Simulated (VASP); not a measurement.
These are RPBE GGA, VASP's PBE PAW potentials (set 64) (plane waves; VASP) values and carry that method's errors. For the first row: Run with 520 eV cut-off, 9×9×9 Γ-centred mesh, first-order Methfessel-Paxton smearing of 0.10 eV, potentials Al Au.

```tsv
system	energy (eV/atom)
AuAl₂ (fluorite)	-3.6328
Al atom	-0.3445
Au atom	-0.1911
```

Atoms are spin-polarised in a large box without symmetry, with the spin fixed by Hund's rule, and may not be in the lowest state of each functional; no zero-point energy is added.  Spin-orbit coupling is left out, which shifts such energies by up to tenths of an eV for the heavy elements here.

What is the cohesive energy per atom of AuAl$_{2}$?

The references average (2×(-0.3445) + 1×(-0.1911))/3 = -0.2934 eV, so the cohesive energy is -0.2934 − (-3.6328) = 3.339 eV/atom.
